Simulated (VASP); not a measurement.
HPbNO4, 7 atoms in the cell. The typed cell holds 7 atoms: a = 3.857 Å, b = 4.338 Å, c = 5.984 Å, α = 81.87°, β = 83.26°, γ = 87.68°. The cell was built by a generator and needn't be a form met in nature.

- Program: VASP 6.6.1
- Task: atomic charges
- Functional: PBE
- Dispersion: TS
- Potentials or basis: VASP PAW PBE potentials, release 64 (H, Pb_d, N, O)
- Cutoff: 520 eV
- k mesh: 7 × 6 × 5
- Occupations: fermi-dirac, width 0.05 eV
- Spin: no spin polarisation
- Further INCAR settings: ALGO = Normal; EDIFF = 1e-06

Potentials or basis: VASP PAW PBE potentials, release 64 (H, Pb_d, N, O).

The run is started by

```sh
$ cat potpaw_PBE.64/H/POTCAR potpaw_PBE.64/Pb_d/POTCAR potpaw_PBE.64/N/POTCAR potpaw_PBE.64/O/POTCAR > POTCAR
$ mpirun -np 4 vasp_std > vasp.out
```

Hardware: 4 MPI ranks on Intel(R) Xeon(R) 6975P-C (Granite Rapids) (shared host).

Q: Estimate the wall time of this run.

A: Run time: 50 s on 4 MPI ranks on Intel(R) Xeon(R) 6975P-C (Granite Rapids), with other jobs on the host, peak memory 0.39 GiB a rank. Counts: scf iterations 16, k points 106.
